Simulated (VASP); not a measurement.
Computed with RPBE GGA, VASP's PBE PAW potentials (set 64) (plane waves; VASP).

VASP input:

POSCAR:
```
Ca
1
    0.0000000000     2.7900000000     2.7900000000
    2.7900000000     0.0000000000     2.7900000000
    2.7900000000     2.7900000000     0.0000000000
Ca
1
Direct
  0.0000000000   0.0000000000   0.0000000000
```

INCAR:
```
NELM  =  100
SIGMA  =  0.1
IBRION  =  2   ! conjugate gradients
GGA  =  RP
EDIFF  =  1E-6   ! SCF stop (eV)
LASPH  =  .TRUE.   ! aspherical one-centre terms
ALGO  =  Normal   ! blocked Davidson
SYSTEM  =  Ca
PREC  =  Accurate
LREAL  =  .FALSE.   ! projection in real space or not
ISIF  =  3   ! ions, shape and volume
LWAVE  =  .FALSE.
ISMEAR  =  1   ! Methfessel-Paxton
NSW  =  60   ! most ionic steps
ENCUT  =  520   ! plane-wave cut-off (eV)
EDIFFG  =  -0.01   ! ionic stop
LCHARG  =  .FALSE.
```

File KPOINTS:
```
Automatic mesh
0
Gamma
10 10 10
0 0 0
```

POTCAR, in this order: Ca_sv (PBE.64 set). Program: vasp_std.

Energy and stress use the plane-wave basis of the starting cell.

What does the run give for the energy per atom (σ→0), volume per atom, band gap (on the k-mesh)?

```json
{
  "energy per atom (σ→0)": "-1.747 eV/atom",
  "band gap (on the k-mesh)": "none (metal, semimetal or under 0.01 eV)",
  "volume_per_atom": "44.40 Å³/atom"
}
```

File OSZICAR:
```
...
DAV:   3    -0.174663001719E+01    0.87712E-03   -0.69239E-03  1116   0.750E-01    0.727E-02
DAV:   4    -0.174664254160E+01   -0.12524E-04   -0.53810E-04   967   0.280E-01    0.339E-02
DAV:   5    -0.174670484070E+01   -0.62299E-04   -0.12964E-04  1333   0.667E-02    0.131E-02
DAV:   6    -0.174670311480E+01    0.17259E-05   -0.15319E-05  1426   0.232E-02    0.260E-03
DAV:   7    -0.174670159710E+01    0.15177E-05   -0.23853E-06  1005   0.148E-02    0.675E-03
DAV:   8    -0.174670482632E+01   -0.32292E-05   -0.22862E-06  1046   0.162E-02    0.184E-04
DAV:   9    -0.174670466366E+01    0.16266E-06   -0.69513E-08   440   0.200E-03
   3 F= -.17467047E+01 E0= -.17468403E+01  d E =-.107624E-02
```

The compound is Ca in the fcc structure. This run relaxes it. Symmetry was kept, so distortions that lower it aren't found.
